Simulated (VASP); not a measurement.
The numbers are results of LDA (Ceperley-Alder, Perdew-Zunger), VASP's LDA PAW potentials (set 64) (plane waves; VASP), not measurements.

Gaps are without spin-orbit coupling.

The volume per atom is 19.16 Å³/atom. The band gap (over mesh and band path) is 1.65 eV and the smallest direct gap (over mesh and band path) is 1.65 eV.

Problem. Which relaxed crystal gives these values?
A) TeW2Se3, P3m1 (156)
B) AgBr, Fm-3m (225)
C) MgS2, C2/m (12)
D) NaLiCdS2, P3m1 (156)

Solution. D, NaLiCdS2, P3m1 (156)
